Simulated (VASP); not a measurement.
Runs of VASP 6.6.1 on F6S. The cell holds a molecule in a box, 7 atoms: a = 13.230 Å, b = 13.730 Å, c = 14.230 Å, α = 90.00°, β = 90.00°, γ = 90.00°. 

```csv
level,gap on the mesh (eV),largest force (eV/Å)
RPBE+D3(BJ),6.62,0.35
r2SCAN+rVV10,(a),(b)
PBE,6.56,0.11
RPBE,6.62,0.42
```

Alike in all rows: task single point; potentials or basis VASP PAW PBE potentials, release 64 (F, S); no spin polarisation; cell as given; k mesh 1 × 1 × 1; cutoff (eV) 400; smearing gaussian 0.01 eV.

Q: Fill in the values left out.

A: (a) 7.40; (b) 0.71.

Caveats: the PAW data sets were made with another functional, which shifts forces and pressure a little (some runs).

A k mesh can miss the band edges.

Not every run made on this cell is shown here.
